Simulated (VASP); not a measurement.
Data:

```
CELL_PARAMETERS angstrom
      4.47405     0.00000     0.00000
     -2.23703     3.87464     0.00000
      0.00000     0.00000     7.84731
ATOMIC_POSITIONS crystal
  Pb 0.00000 0.00000 0.00000
  Pb 0.00000 0.00000 0.50000
  Te 0.33333 0.66667 0.25000
  Te 0.66667 0.33333 0.75000
```

Computed with PBEsol GGA, VASP's PBE PAW potentials (set 64) (plane waves; VASP). Settings: 500 eV cut-off, 8×8×4 Γ-centred mesh, first-order Methfessel-Paxton smearing of 0.10 eV, potentials Pb_d Te.

Unless said otherwise, spin-orbit coupling is left out, though it shifts the bands of the heavy elements here.

Question: Estimate the energy per atom (σ→0), band gap (on the k-mesh) with the smallest direct gap where there is one.

Answer: 
| Item | Value |
|---|---|
| band gap (on the k-mesh) | none (metal, semimetal or under 0.01 eV) |
| energy per atom (σ→0) | -4.088 eV/atom |

Only differences to runs with the same potentials and settings are physical.

The structure was generated: PbTe was put into the NiAs type type (P6_3/mmc), which need not be its known phase. It was relaxed first, which changed the volume by +22 %.
